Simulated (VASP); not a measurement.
```yaml
crystal:
  lattice:
    - [0.00000, 1.96731, 1.96731]
    - [1.96731, 0.00000, 1.96731]
    - [1.96731, 1.96731, 0.00000]
  atoms:
    - { symbol: Pt, position: [0.00000, 0.00000, 0.00000] }
```

Computed with LDA (Ceperley-Alder, Perdew-Zunger), VASP's LDA PAW potentials (set 64) (plane waves; VASP). Settings: 520 eV cut-off, 16×16×16 Γ-centred mesh, first-order Methfessel-Paxton smearing of 0.10 eV, potentials Pt.

Give the stress tensor in GPa (positive for a compressed cell).

```
-8.36   0.00   0.00
 0.00  -8.36   0.00
 0.00   0.00  -8.36
```
The pressure is its mean diagonal, -8.36 GPa.

The compound is Pt in the fcc structure. This cell is one point of a volume scan, at 1.03 of the reference volume.
